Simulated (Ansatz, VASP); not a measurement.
# BaTiO3: VASP beside Ansatz, part 2 of 2

Aim: how closely do two programs agree when they are given the same cell, functional and k mesh?

VASP 6.6.1 and Ansatz 0.2.0.

So far: Starting point; Ansatz: band structure, r2SCAN-EpsX with an exact-exchange share of 0.148.

## 3. VASP: band structure, r2SCAN-EpsX with an exact-exchange share of 0.148

Level of this step: r2SCAN-EpsX, no spin polarisation, exact-exchange share 1/6.736; plane waves and PAW (Ba_sv, Ti_sv, O) (VASP).

The same cell, functional, mesh and smearing now go to VASP, with its own data sets and cutoff.

Lines of VASP's logs that name or quote its potential files are left out, and so is its time.

The run reads the wave functions of an earlier VASP run, which isn't shown here.

File INCAR:

```
SYSTEM = BaTiO3
PREC = Accurate
ENCUT = 520
EDIFF = 1E-06
NELM = 100
ISMEAR = 0
SIGMA = 0.02
LREAL = .FALSE.
ALGO = Normal
LHFCALC = .TRUE.
AEXX = 0.148
METAGGA = R2SCAN
LASPH = .TRUE.
NBANDS = 26
PRECFOCK = Fast
HFRCUT = -1
LORBIT = 11
LWAVE = .FALSE.
LCHARG = .FALSE.
KPAR = 8
```

File POSCAR:

```
BaTiO3
1.0
    4.0060000000      0.0000000000      0.0000000000
    0.0000000000      4.0060000000      0.0000000000
    0.0000000000      0.0000000000      4.0060000000
Ba Ti O
1 1 3
Direct
    0.5000000000      0.5000000000      0.5000000000
    0.0000000000      0.0000000000      0.0000000000
    0.5000000000      0.0000000000      0.0000000000
    0.0000000000      0.5000000000      0.0000000000
    0.0000000000      0.0000000000      0.5000000000
```

File KPOINTS:

```
Automatic mesh
0
Gamma
4 4 4
0 0 0
```

File KPOINTS_OPT:

```
Line mode
6
Line-mode
Reciprocal
  0.00000000   0.00000000   0.00000000 GAMMA
  0.00000000   0.50000000   0.00000000 X

  0.00000000   0.50000000   0.00000000 X
  0.50000000   0.50000000   0.00000000 M

  0.50000000   0.50000000   0.00000000 M
  0.00000000   0.00000000   0.00000000 GAMMA

  0.00000000   0.00000000   0.00000000 GAMMA
  0.50000000   0.50000000   0.50000000 R

  0.50000000   0.50000000   0.50000000 R
  0.00000000   0.50000000   0.00000000 X

  0.50000000   0.50000000   0.00000000 M
  0.50000000   0.50000000   0.50000000 R
```

The projector-augmented-wave data sets are Ba_sv, Ti_sv and O (PBE family, release 64).

Command:

```
$ mpirun -np 8 vasp_std
```

Numbers of over 12 decimals in the logs are rounded to 6 here.

Log:

```text
[banner, memory and clock lines left out]
running    8 mpi-ranks, on    1 nodes
 distrk:  each k-point on    1 cores,    8 groups
 distr:  one band on    1 cores,    1 groups

 POSCAR found type information on POSCAR BaTiO
 POSCAR found :  3 types and       5 ions
|                                                                             |
|           W    W    AA    RRRRR   N    N  II  N    N   GGGG   !!!           |
|           W    W   A  A   R    R  NN   N  II  NN   N  G    G  !!!           |
|           W    W  A    A  R    R  N N  N  II  N N  N  G       !!!           |
|           W WW W  AAAAAA  RRRRR   N  N N  II  N  N N  G  GGG   !            |
|           WW  WW  A    A  R   R   N   NN  II  N   NN  G    G                |
|           W    W  A    A  R    R  N    N  II  N    N   GGGG   !!!           |
|                                                                             |
|     For optimal performance we recommend to set                             |
|       NCORE = 2 up to number-of-cores-per-socket                            |
|     NCORE specifies how many cores store one orbital (NPAR=cpu/NCORE).      |
|     This setting can greatly improve the performance of VASP for DFT.       |
|     The default, NCORE=1 might be grossly inefficient on modern             |
|     multi-core architectures or massively parallel machines. Do your        |
|     Unfortunately you need to use the default for GW and RPA                |
|     calculations (for HF NCORE is supported but not extensively tested      |
|     yet).                                                                   |
|                                                                             |

|                                                                             |
|               ----> ADVICE to this user running VASP <----                  |
|                                                                             |
|     You enforced a specific xc type in the INCAR file but a different       |
|     [... a line on the potential file left out ...]
|     I HOPE YOU KNOW WHAT YOU ARE DOING!                                     |
|                                                                             |

 LDA part: xc-table for (None), standard interpolation
 found WAVECAR, reading the header
 POSCAR, INCAR and KPOINTS ok, starting setup
 FFT: planning ... GRIDC
 FFT: planning ... GRID_SOFT
 FFT: planning ... GRID
 HFRCUT set to (new)   9.940496
 reading WAVECAR
 the WAVECAR file was read successfully
 initial charge from wavefunction
 entering main loop
       N       E                     dE             d eps       ncg     rms          rms(c)
DAV:   1    -0.760351735009E+02   -0.76035E+02   -0.25182E+00   568   0.139E+01    0.330E+00
DAV:   2    -0.758208924647E+02    0.21428E+00   -0.72556E-01   586   0.103E+01    0.814E-01
DAV:   3    -0.758462681722E+02   -0.25376E-01   -0.46976E-02   648   0.161E+00    0.753E-01
DAV:   4    -0.758416165867E+02    0.46516E-02   -0.20339E-02   630   0.145E+00    0.299E-01
DAV:   5    -0.758415922068E+02    0.24380E-04   -0.11418E-03   600   0.329E-01    0.160E-01
DAV:   6    -0.758414956218E+02    0.96585E-04   -0.43742E-04   738   0.174E-01    0.101E-01
DAV:   7    -0.758414964056E+02   -0.78376E-06   -0.86636E-05   610   0.106E-01    0.607E-02
DAV:   8    -0.758415000263E+02   -0.36207E-05   -0.19407E-05   724   0.433E-02    0.362E-02
DAV:   9    -0.758415035703E+02   -0.35440E-05   -0.38094E-06   520   0.182E-02    0.217E-02
DAV:  10    -0.758415061386E+02   -0.25682E-05   -0.15474E-06   296   0.119E-02    0.134E-02
DAV:  11    -0.758415076087E+02   -0.14701E-05   -0.67776E-07   284   0.788E-03    0.834E-03
DAV:  12    -0.758415084445E+02   -0.83576E-06   -0.25471E-07   284   0.481E-03
   1 F= -.75841508E+02 E0= -.75841508E+02  d E =-.103516E-22
 Start KPOINTS_OPT (optional k-point list driver)
k-point batch [1-10\36]
       N       E                     dE             ncg
DAV:   1     0.211268325207E+03   -0.71643E+04      520
DAV:   2    -0.419995252416E+04   -0.44112E+04      560
DAV:   3    -0.478907527052E+04   -0.58912E+03      684
DAV:   4    -0.482932863568E+04   -0.40253E+02      676
DAV:   5    -0.483052795021E+04   -0.11993E+01      732
DAV:   6    -0.483056270499E+04   -0.34755E-01      712
DAV:   7    -0.483056344216E+04   -0.73717E-03      750
DAV:   8    -0.483056345563E+04   -0.13467E-04      624
DAV:   9    -0.483056345590E+04   -0.27624E-06      408
[...]
k-point batch [31-36\36]
       N       E                     dE             ncg
DAV:   1     0.483028927198E+04   -0.86634E+04      312
DAV:   2     0.212310307132E+04   -0.27072E+04      366
DAV:   3     0.178526571684E+04   -0.33784E+03      364
DAV:   4     0.176367755140E+04   -0.21588E+02      446
DAV:   5     0.176304504800E+04   -0.63250E+00      440
DAV:   6     0.176303143205E+04   -0.13616E-01      472
DAV:   7     0.176303120685E+04   -0.22521E-03      408
DAV:   8     0.176303120332E+04   -0.35286E-05      408
DAV:   9     0.176303120321E+04   -0.11335E-06      280
```

Parts of OUTCAR (step 3):

```text
ion  position               nearest neighbor table
   1  0.500  0.500  0.500-   3 2.83   4 2.83   5 2.83   3 2.83   4 2.83   3 2.83   5 2.83   3 2.83
                             4 2.83   5 2.83   4 2.83   5 2.83   2 3.47   2 3.47   2 3.47   2 3.47
   2  0.000  0.000  0.000-   3 2.00   4 2.00   5 2.00   5 2.00   4 2.00   3 2.00   1 3.47   1 3.47
                             1 3.47   1 3.47   1 3.47   1 3.47   1 3.47   1 3.47
   3  0.500  0.000  0.000-   2 2.00   2 2.00   1 2.83   1 2.83   1 2.83   1 2.83
   4  0.000  0.500  0.000-   2 2.00   2 2.00   1 2.83   1 2.83   1 2.83   1 2.83
   5  0.000  0.000  0.500-   2 2.00   2 2.00   1 2.83   1 2.83   1 2.83   1 2.83

  LATTYP: Found a simple cubic cell.
 ALAT       =     4.0060000000

 Subroutine GETGRP returns: Found 48 space group operations
 (whereof 48 operations were pure point group operations)

The static configuration has the point symmetry O_h .

 Found     10 irreducible k-points:

   k-points           NKPTS =     10   k-points in BZ     NKDIM =     64   number of bands    NBANDS=     26

   dimension x,y,z NGX =    30 NGY =   30 NGZ =   30
   dimension x,y,z NGXF=    60 NGYF=   60 NGZF=   60

   ENCUT  =  520.0 eV  38.22 Ry    6.18 a.u.   7.45  7.45  7.45*2*pi/ulx,y,z

   NELECT =      40.0000    total number of electrons

 k-points in reciprocal lattice and weights: Automatic mesh
   0.00000000  0.00000000  0.00000000       0.016
   0.25000000  0.00000000  0.00000000       0.094
   0.50000000  0.00000000  0.00000000       0.047
   0.25000000  0.25000000  0.00000000       0.188
   0.50000000  0.25000000  0.00000000       0.188
   0.50000000  0.50000000  0.00000000       0.047
   0.25000000  0.25000000  0.25000000       0.125
   0.50000000  0.25000000  0.25000000       0.188
   0.50000000  0.50000000  0.25000000       0.094
   0.50000000  0.50000000  0.50000000       0.016

  exchange ACFDT corr.  =         0.00000000  see jH, gK, PRB 81, 115126

 average (electrostatic) potential at core
       1 -34.7515       2 -77.8903       3 -68.6389       4 -68.6389       5 -68.6389

 E-fermi :   2.8684

 k-point     1 :       0.0000    0.0000    0.0000
  band No.  band energies     occupation
    ...
     16       1.5764      2.00000
     17       1.5764      2.00000
     18       2.5973      2.00000
     19       2.5973      2.00000
     20       2.5973      2.00000
     21       6.0511      0.00000
     22       6.0511      0.00000
     23       6.0511      0.00000
     24       8.0710      0.00000
     25       8.0710      0.00000
    ...

 k-point     2 :       0.2500    0.0000    0.0000
  band No.  band energies     occupation
    ...
     16       1.0984      2.00000
     17       1.1334      2.00000
     18       1.4467      2.00000
     19       2.2475      2.00000
     20       2.2475      2.00000
     21       6.1315      0.00000
     22       7.0369      0.00000
     23       7.0369      0.00000
     24       8.0761      0.00000
     25       9.4042      0.00000
    ...

 k-point     3 :       0.5000    0.0000    0.0000
  band No.  band energies     occupation
    ...
     16       0.7586      2.00000
     17       0.8427      2.00000
     18       0.8427      2.00000
     19       1.9698      2.00000
     20       1.9698      2.00000
     21       6.2152      0.00000
     22       7.8845      0.00000
     23       7.8845      0.00000
     24       8.0802      0.00000
     25      10.3161      0.00000
    ...

  energy-cutoff  :      520.00
  volume of cell :       64.29
      direct lattice vectors                 reciprocal lattice vectors
     4.006000000  0.000000000  0.000000000     0.249625562  0.000000000  0.000000000
     0.000000000  4.006000000  0.000000000     0.000000000  0.249625562  0.000000000
     0.000000000  0.000000000  4.006000000     0.000000000  0.000000000  0.249625562

 POSITION                                       TOTAL-FORCE (eV/Angst)
 -----------------------------------------------------------------------------------
      2.00300      2.00300      2.00300         0.000000      0.000000      0.000000
      0.00000      0.00000      0.00000         0.000000      0.000000      0.000000
      2.00300      0.00000      0.00000         0.000000      0.000000      0.000000
      0.00000      2.00300      0.00000         0.000000      0.000000      0.000000
      0.00000      0.00000      2.00300         0.000000      0.000000      0.000000
 -----------------------------------------------------------------------------------
    total drift:                                0.000000     -0.000000     -0.000001

  FREE ENERGIE OF THE ION-ELECTRON SYSTEM (eV)
  ---------------------------------------------------
  free  energy   TOTEN  =       -75.8415084445 eV

  energy  without entropy=      -75.8415084445  energy(sigma->0) =      -75.84150844

 total charge
# of ion       s       p       d       tot
------------------------------------------
    1        2.014   5.667   0.288   7.968
    2        2.206   6.278   1.546  10.029
    3        1.568   3.515   0.000   5.083
    4        1.568   3.515   0.000   5.083
    5        1.568   3.515   0.000   5.083
--------------------------------------------------
tot          8.923  22.489   1.833  33.245

[... 3 further parts left out ...]
```

This run has no spin polarisation, so a moment on Ti, if there is one, isn't seen.

## 4. Side by side

Known differences besides the potentials themselves: exact exchange at q = 0 is treated differently, which shows on coarse meshes; VASP keeps PBE cores, Ansatz makes them for the functional; the cutoff is 500 eV in Ansatz and 520 eV in VASP; VASP takes a coarser grid for exact exchange (PRECFOCK = Fast). Total energies have different zeros and are not compared.

Both answers:

```tsv
quantity	Ansatz	VASP	difference
gap over the path points (eV)	3.341	3.317	+0.023
```

Levels at points of the path, from each program's valence-band top (eV; 4 filled, then empty):

```tsv
k (reciprocal lattice)	Ansatz	VASP
0.000 0.000 0.000	-1.17 -0.09 -0.09 -0.09 3.34 3.34 3.34	-1.16 -0.14 -0.14 -0.14 3.32 3.32 3.32
0.000 0.300 0.000	-1.69 -1.50 -0.53 -0.53 3.43 4.58 4.58	-1.72 -1.55 -0.58 -0.58 3.42 4.58 4.58
0.000 0.500 0.000	-1.87 -1.87 -0.72 -0.72 3.47 5.16 5.16	-1.89 -1.89 -0.76 -0.76 3.48 5.15 5.15
0.300 0.500 0.000	-1.50 -1.23 -1.09 -0.32 4.63 5.17 5.42	-1.53 -1.28 -1.13 -0.36 4.62 5.16 5.40
0.500 0.500 0.000	-1.85 -0.88 -0.88 -0.05 5.18 5.18 5.68	-1.89 -0.92 -0.92 -0.09 5.16 5.16 5.66
0.200 0.200 0.000	-1.35 -1.09 -0.68 -0.48 4.00 4.12 4.39	-1.40 -1.10 -0.71 -0.52 3.99 4.11 4.37
0.100 0.100 0.100	-1.07 -0.78 -0.34 -0.34 3.68 3.74 3.74	-1.06 -0.82 -0.38 -0.38 3.66 3.72 3.72
0.400 0.400 0.400	-2.47 -0.26 -0.26 -0.12 5.72 5.72 5.72	-2.52 -0.27 -0.27 -0.12 5.71 5.71 5.71
0.500 0.500 0.500	-2.44 0.00 0.00 0.00 5.92 5.92 5.92	-2.50 0.00 0.00 0.00 5.91 5.91 5.91
0.400 0.500 0.400	-2.45 -0.22 -0.15 -0.07 5.75 5.81 5.81	-2.50 -0.23 -0.17 -0.07 5.74 5.80 5.80
```

Among the levels compared at these points, filled levels agree within 59 meV and empty ones within 23 meV.

## 5. Summary of results

```json
{"difference in gap over the path points (band structure, r2SCAN-EpsX with an exact-exchange share of 0.148)": "0.023 eV"}
```

The difference in gap over the path points is 0.023 eV (band structure, r2SCAN-EpsX with an exact-exchange share of 0.148), within the 0.08 eV picked in this series as the mark of a large difference. Such differences can come from data sets, numerical settings and the points named under the comparisons, not from the functional's error against experiment.

[Lines on the potential files, build, host, timing and source positions are cut from VASP's logs without a mark.]

[Logs are printed without paths, hosts, clocks, repeated set-up lines and the standing remarks that a program may print on its own settings, such as how far it seeks lower states.]

[Hosts, paths, dates, database ids (printed as entryN), source tags and the programs' standing remarks are cut or masked in the printed files.]
